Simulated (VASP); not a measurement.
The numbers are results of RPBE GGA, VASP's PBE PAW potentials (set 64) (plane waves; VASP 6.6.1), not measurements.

Input for VASP

INCAR:
```
! general
SYSTEM  = BaTiO3
PREC    = Accurate
ENCUT   = 520
LREAL   = F
LASPH   = T   ! aspherical one-centre terms

! electronic loop
EDIFF   = 1E-7
NELM    = 100   ! most electronic steps
ALGO    = Normal
LMAXMIX = 4   ! l cut-off of mixed one-centre charges

! smearing
ISMEAR  = 0   ! Gaussian
SIGMA   = 0.05   ! width (eV)

! functional
GGA     = RP

! ions
IBRION  = 2
NSW     = 30   ! most ionic steps
ISIF    = 4   ! ions and shape, fixed volume
EDIFFG  = -0.01   ! ionic stop

! output
LWAVE   = F
LCHARG  = F
```

File KPOINTS:
```
Automatic mesh
0
G
  6 6 5
```

POSCAR:
```
BaTiO3
1
    3.9170672266     0.0000000000     0.0000000000
    0.0000000000     3.9170672266     0.0000000000
    0.0000000000     0.0000000000     4.3681882514
Ba Ti O
1 1 3
Direct
  0.0000000000   0.0000000000   0.0274811994
  0.5000000000   0.5000000000   0.5402763465
  0.5000000000   0.5000000000   0.9426657517
  0.0000000000   0.5000000000   0.4767883512
  0.5000000000   0.0000000000   0.4767883512
```

POTCAR, in this order: Ba_sv Ti_sv O (PBE.64 set). Program: vasp_std.

The run wrote:

File OSZICAR:
```
...
DAV:   3    -0.379931752757E+02    0.16602E-02   -0.14650E-02  2104   0.893E-01    0.247E-01
DAV:   4    -0.379923834102E+02    0.79187E-03   -0.26926E-03  2048   0.501E-01    0.102E-01
DAV:   5    -0.379923085495E+02    0.74861E-04   -0.65743E-04  1976   0.227E-01    0.307E-02
DAV:   6    -0.379923123817E+02   -0.38322E-05   -0.58257E-05  2008   0.645E-02    0.192E-02
DAV:   7    -0.379923127011E+02   -0.31935E-06   -0.12571E-05  1824   0.320E-02    0.573E-03
DAV:   8    -0.379923133438E+02   -0.64270E-06   -0.26037E-06  1720   0.123E-02    0.240E-03
DAV:   9    -0.379923133044E+02    0.39330E-07   -0.38146E-07  1248   0.588E-03
   6 F= -.37992313E+02 E0= -.37992313E+02  d E =-.754796E-02
       N       E                     dE             d eps       ncg     rms          rms(c)
DAV:   1    -0.379840263487E+02    0.82870E-02   -0.19555E+00  1680   0.170E+01    0.468E-01
DAV:   2    -0.379947675272E+02   -0.10741E-01   -0.15117E-01  1464   0.288E+00    0.319E-01
DAV:   3    -0.379940107953E+02    0.75673E-03   -0.66298E-03  2088   0.599E-01    0.164E-01
DAV:   4    -0.379936457837E+02    0.36501E-03   -0.12398E-03  2040   0.339E-01    0.709E-02
DAV:   5    -0.379936079707E+02    0.37813E-04   -0.30885E-04  1952   0.157E-01    0.203E-02
DAV:   6    -0.379936098953E+02   -0.19245E-05   -0.27948E-05  2008   0.437E-02    0.132E-02
DAV:   7    -0.379936100605E+02   -0.16526E-06   -0.55877E-06  1792   0.216E-02    0.394E-03
DAV:   8    -0.379936103598E+02   -0.29925E-06   -0.12973E-06  1728   0.863E-03    0.162E-03
DAV:   9    -0.379936103363E+02    0.23458E-07   -0.14802E-07   848   0.380E-03
   7 F= -.37993610E+02 E0= -.37993610E+02  d E =-.884499E-02
       N       E                     dE             d eps       ncg     rms          rms(c)
DAV:   1    -0.379913939002E+02    0.22165E-02   -0.12922E+00  1440   0.104E+01    0.283E-01
DAV:   2    -0.379953352544E+02   -0.39414E-02   -0.48452E-02  1632   0.167E+00    0.248E-01
DAV:   3    -0.379950828923E+02    0.25236E-03   -0.23891E-03  2072   0.395E-01    0.139E-01
DAV:   4    -0.379949249144E+02    0.15798E-03   -0.10713E-03  1792   0.284E-01    0.540E-02
DAV:   5    -0.379949157938E+02    0.91207E-05   -0.21709E-04  1736   0.126E-01    0.181E-02
DAV:   6    -0.379949124431E+02    0.33507E-05   -0.34930E-05  1872   0.504E-02    0.929E-03
DAV:   7    -0.379949134458E+02   -0.10027E-05   -0.10826E-05  1912   0.259E-02    0.567E-03
DAV:   8    -0.379949128861E+02    0.55964E-06   -0.42668E-06  1768   0.152E-02    0.119E-03
DAV:   9    -0.379949129945E+02   -0.10835E-06   -0.56660E-07  1680   0.540E-03    0.830E-04
DAV:  10    -0.379949129886E+02    0.58544E-08   -0.22136E-08   728   0.149E-03
   8 F= -.37994913E+02 E0= -.37994913E+02  d E =-.130265E-02
       N       E                     dE             d eps       ncg     rms          rms(c)
DAV:   1    -0.379948556853E+02    0.57309E-04   -0.59649E-02  1440   0.223E+00    0.615E-02
DAV:   2    -0.379950385180E+02   -0.18283E-03   -0.22454E-03  1640   0.358E-01    0.533E-02
DAV:   3    -0.379950275477E+02    0.10970E-04   -0.10379E-04  2056   0.825E-02    0.301E-02
DAV:   4    -0.379950207473E+02    0.68004E-05   -0.48317E-05  1808   0.604E-02    0.117E-02
DAV:   5    -0.379950203211E+02    0.42619E-06   -0.10162E-05  1760   0.275E-02    0.375E-03
DAV:   6    -0.379950201383E+02    0.18279E-06   -0.14381E-06  1856   0.104E-02    0.197E-03
DAV:   7    -0.379950201215E+02    0.16804E-07   -0.46346E-07  1400   0.548E-03
   9 F= -.37995020E+02 E0= -.37995020E+02  d E =-.140979E-02
       N       E                     dE             d eps       ncg     rms          rms(c)
DAV:   1    -0.379970285202E+02   -0.20084E-02   -0.33153E-01  1440   0.488E+00    0.315E-01
DAV:   2    -0.379964278367E+02    0.60068E-03   -0.10839E-02  1528   0.820E-01    0.186E-01
DAV:   3    -0.379956781686E+02    0.74967E-03   -0.19598E-03  1848   0.392E-01    0.546E-02
DAV:   4    -0.379956349903E+02    0.43178E-04   -0.31438E-04  1760   0.137E-01    0.205E-02
DAV:   5    -0.379956354488E+02   -0.45846E-06   -0.56340E-05  1704   0.480E-02    0.929E-03
DAV:   6    -0.379956363014E+02   -0.85266E-06   -0.13729E-05  1896   0.269E-02    0.651E-03
DAV:   7    -0.379956359866E+02    0.31488E-06   -0.41989E-06  1776   0.146E-02    0.928E-04
DAV:   8    -0.379956360397E+02   -0.53094E-07   -0.41728E-07  1552   0.444E-03
  10 F= -.37995636E+02 E0= -.37995636E+02  d E =-.615918E-03
       N       E                     dE             d eps       ncg     rms          rms(c)
DAV:   1    -0.379956400968E+02   -0.41102E-05   -0.68939E-04  1440   0.222E-01    0.143E-02
DAV:   2    -0.379956387981E+02    0.12988E-05   -0.22114E-05  1520   0.373E-02    0.850E-03
DAV:   3    -0.379956372163E+02    0.15818E-05   -0.41361E-06  1832   0.181E-02    0.222E-03
DAV:   4    -0.379956371579E+02    0.58416E-07   -0.61578E-07  1656   0.608E-03
  11 F= -.37995637E+02 E0= -.37995637E+02  d E =-.617036E-03
       N       E                     dE             d eps       ncg     rms          rms(c)
DAV:   1    -0.379953822060E+02    0.25501E-03   -0.28581E-02  1752   0.267E+00    0.644E-02
DAV:   2    -0.379956964523E+02   -0.31425E-03   -0.39806E-03  1440   0.429E-01    0.501E-02
DAV:   3    -0.379956904515E+02    0.60008E-05   -0.14947E-04  2056   0.919E-02    0.285E-02
DAV:   4    -0.379956833069E+02    0.71446E-05   -0.26609E-05  1952   0.525E-02    0.143E-02
DAV:   5    -0.379956820094E+02    0.12975E-05   -0.81094E-06  1976   0.261E-02    0.295E-03
DAV:   6    -0.379956819883E+02    0.21117E-07   -0.10161E-06  1904   0.923E-03    0.164E-03
DAV:   7    -0.379956819806E+02    0.77221E-08   -0.17210E-07  1056   0.345E-03
  12 F= -.37995682E+02 E0= -.37995682E+02  d E =-.448227E-04
       N       E                     dE             d eps       ncg     rms          rms(c)
DAV:   1    -0.379956807070E+02    0.12813E-05   -0.14122E-04  1752   0.188E-01    0.455E-03
DAV:   2    -0.379956822673E+02   -0.15603E-05   -0.19949E-05  1440   0.305E-02    0.360E-03
DAV:   3    -0.379956822453E+02    0.22006E-07   -0.74495E-07  1992   0.655E-03
  13 F= -.37995682E+02 E0= -.37995682E+02  d E =-.450874E-04
       N       E                     dE             d eps       ncg     rms          rms(c)
DAV:   1    -0.379957678424E+02   -0.85575E-04   -0.16730E-02  1512   0.133E+00    0.768E-02
DAV:   2    -0.379957535558E+02    0.14287E-04   -0.88069E-04  1480   0.230E-01    0.459E-02
DAV:   3    -0.379957082867E+02    0.45269E-04   -0.12792E-04  1848   0.100E-01    0.142E-02
DAV:   4    -0.379957054947E+02    0.27920E-05   -0.22079E-05  1800   0.371E-02    0.514E-03
DAV:   5    -0.379957055807E+02   -0.85949E-07   -0.40997E-06  1736   0.139E-02    0.271E-03
DAV:   6    -0.379957055461E+02    0.34569E-07   -0.51610E-07  1656   0.597E-03
  14 F= -.37995706E+02 E0= -.37995706E+02  d E =-.233008E-04
       N       E                     dE             d eps       ncg     rms          rms(c)
DAV:   1    -0.379957056157E+02   -0.34989E-07   -0.16848E-05  1520   0.417E-02    0.248E-03
DAV:   2    -0.379957055981E+02    0.17569E-07   -0.95186E-07  1464   0.753E-03
  15 F= -.37995706E+02 E0= -.37995706E+02  d E =-.233528E-04
       N       E                     dE             d eps       ncg     rms          rms(c)
DAV:   1    -0.379957010013E+02    0.46143E-05   -0.88213E-03  1440   0.768E-01    0.251E-02
DAV:   2    -0.379957252866E+02   -0.24285E-04   -0.34524E-04  1648   0.134E-01    0.191E-02
DAV:   3    -0.379957238290E+02    0.14577E-05   -0.20564E-05  2136   0.332E-02    0.983E-03
DAV:   4    -0.379957227747E+02    0.10543E-05   -0.42542E-06  2040   0.195E-02    0.446E-03
DAV:   5    -0.379957226713E+02    0.10344E-06   -0.81013E-07  1976   0.837E-03    0.111E-03
DAV:   6    -0.379957226681E+02    0.31428E-08   -0.50062E-08   872   0.209E-03
  16 F= -.37995723E+02 E0= -.37995723E+02  d E =-.170700E-04
```

OUTCAR:
```
------------------------ aborting loop because EDIFF is reached ----------------------------------------
  FORCE on cell =-STRESS in cart. coord.  units (eV):
  Direction    XX          YY          ZZ          XY          YZ          ZX
  --------------------------------------------------------------------------------------
  Total        1.8681749      1.8681749      1.8615919      0.0000000      0.0000000      0.0000000
  in kB       44.6585614     44.6585614     44.5011939      0.0000000      0.0000000      0.0000000
  external PRESSURE =      44.6061056 kB  Pullay stress =       0.0000000 kB
  volume of cell :       67.02
      direct lattice vectors                 reciprocal lattice vectors
     3.999387384  0.000000000  0.000000000     0.250038294  0.000000000  0.000000000
     0.000000000  3.999387384  0.000000000     0.000000000  0.250038294 -0.000000000
     0.000000000  0.000000000  4.190216400     0.000000000 -0.000000000  0.238651159
 POSITION                                       TOTAL-FORCE (eV/Angst)
 -----------------------------------------------------------------------------------
      3.99939      0.00000      0.03400        -0.000000      0.000000      0.007401
      1.99969      1.99969      2.21249        -0.000000     -0.000000     -0.002877
      1.99969      1.99969      4.03464         0.000000     -0.000000     -0.002782
      3.99939      1.99969      2.02178        -0.000000     -0.000000     -0.000871
      1.99969      0.00000      2.02178        -0.000000     -0.000000     -0.000871
 -----------------------------------------------------------------------------------
    total drift:                                0.000000      0.000000      0.000116
  FREE ENERGIE OF THE ION-ELECTRON SYSTEM (eV)
  ---------------------------------------------------
  free  energy   TOTEN  =       -37.9957226681 eV

  energy  without entropy=      -37.9957226681  energy(sigma->0) =      -37.99572267

 reached required accuracy - stopping structural energy minimisation
```
(Selected blocks of OUTCAR.)

CONTCAR:
```
BaTiO3
   1.00000000000000
     3.9993873835486573    0.0000000000000000    0.0000000000000000
     0.0000000000000000    3.9993873835486573    0.0000000000000000
     0.0000000000000000    0.0000000000000000    4.1902164002347924
  Ba              Ti              O
     1     1     3
Direct
     1.0000000000000000    0.0000000000000000    0.0081151469503409
     0.5000000000000000    0.5000000000000000    0.5280126342443322
     0.5000000000000000    0.5000000000000000    0.9628724308048665
     1.0000000000000000    0.5000000000000000    0.4824998940002296
     0.5000000000000000    0.0000000000000000    0.4824998940002296
```

The compound is BaTiO3 in the tetragonal perovskite structure. This cell is one point of a volume scan, at 0.94 of the reference volume. Symmetry was kept, so distortions that lower it aren't found.
